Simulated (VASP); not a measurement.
OSZICAR of a VASP run on CdTe (space group F-43m):

File OSZICAR:
```
       N       E                     dE             d eps       ncg     rms          rms(c)
DAV:   1     0.985397453326E+02    0.98540E+02   -0.81451E+03   416   0.112E+03
DAV:   2    -0.130071508162E+01   -0.99840E+02   -0.95617E+02   481   0.272E+02
DAV:   3    -0.499668862288E+01   -0.36960E+01   -0.36902E+01   476   0.555E+01
DAV:   4    -0.503430635049E+01   -0.37618E-01   -0.37615E-01   589   0.482E+00
DAV:   5    -0.503440563936E+01   -0.99289E-04   -0.99289E-04   511   0.240E-01    0.538E+00
DAV:   6    -0.481453567938E+01    0.21987E+00   -0.46517E-01   466   0.876E+00    0.439E+00
DAV:   7    -0.479933191369E+01    0.15204E-01   -0.11886E-01   466   0.252E+00    0.171E+00
DAV:   8    -0.480016370306E+01   -0.83179E-03   -0.10389E-02   426   0.140E+00    0.493E-01
DAV:   9    -0.480050750666E+01   -0.34380E-03   -0.98260E-04   471   0.362E-01    0.111E-01
DAV:  10    -0.480057766709E+01   -0.70160E-04   -0.12912E-04   441   0.117E-01    0.522E-02
DAV:  11    -0.480062211780E+01   -0.44451E-04   -0.87639E-05   434   0.662E-02    0.357E-02
DAV:  12    -0.480062093053E+01    0.11873E-05   -0.34555E-06   483   0.170E-02    0.209E-02
DAV:  13    -0.480062074447E+01    0.18606E-06   -0.53700E-07   303   0.415E-03
   1 F= -.48006207E+01 E0= -.48006207E+01  d E =-.480062E+01
       N       E                     dE             d eps       ncg     rms          rms(c)
DAV:   1    -0.498025838712E+01   -0.17964E+00   -0.37191E+00   456   0.253E+01    0.340E+00
DAV:   2    -0.482694827781E+01    0.15331E+00   -0.39422E-01   441   0.100E+01    0.111E+00
DAV:   3    -0.480937629850E+01    0.17572E-01   -0.42343E-02   436   0.228E+00    0.966E-01
DAV:   4    -0.480649739761E+01    0.28789E-02   -0.46445E-03   446   0.506E-01    0.179E-01
DAV:   5    -0.480633890632E+01    0.15849E-03   -0.50191E-04   436   0.284E-01    0.112E-01
DAV:   6    -0.480634224747E+01   -0.33411E-05   -0.10257E-04   434   0.987E-02    0.336E-02
DAV:   7    -0.480634170117E+01    0.54630E-06   -0.28303E-05   481   0.671E-02    0.672E-03
DAV:   8    -0.480634374858E+01   -0.20474E-05   -0.33424E-06   436   0.227E-02    0.358E-03
DAV:   9    -0.480634411271E+01   -0.36413E-06   -0.83083E-07   343   0.833E-03
   2 F= -.48063441E+01 E0= -.48063441E+01  d E =-.572337E-02
       N       E                     dE             d eps       ncg     rms          rms(c)
DAV:   1    -0.481233108641E+01   -0.59873E-02   -0.11959E-01   456   0.445E+00    0.560E-01
DAV:   2    -0.480721048588E+01    0.51206E-02   -0.13978E-02   446   0.182E+00    0.179E-01
DAV:   3    -0.480667730872E+01    0.53318E-03   -0.13443E-03   431   0.389E-01    0.151E-01
DAV:   4    -0.480661268661E+01    0.64622E-04   -0.13541E-04   451   0.934E-02    0.286E-02
DAV:   5    -0.480661119445E+01    0.14922E-05   -0.15504E-05   426   0.509E-02    0.197E-02
DAV:   6    -0.480661274794E+01   -0.15535E-05   -0.41413E-06   426   0.213E-02    0.539E-03
DAV:   7    -0.480661248282E+01    0.26512E-06   -0.37857E-07   213   0.773E-03
   3 F= -.48066125E+01 E0= -.48066125E+01  d E =-.599174E-02
```

Question: Which electronic solver shows in the log?

Answer: It is blocked Davidson (ALGO = Normal, or the opening steps of other solvers). The INCAR had ALGO = Normal.

Question: Can the final energy be trusted as converged?

Answer: Self-consistency was reached. It stopped with EDIFF = 1E-6, NELM = 100, NSW = 60 and EDIFFG = -0.01 after 3 ionic steps (PBE GGA, plane waves, VASP's PBE PAW potentials (set 64)). Energy and stress use the plane-wave basis of the starting cell.

The structure comes from a computed database's CdTe entry (F-43m); how it stands against other phases isn't given here. This run relaxes it. Symmetry was kept, so distortions that lower it aren't found.
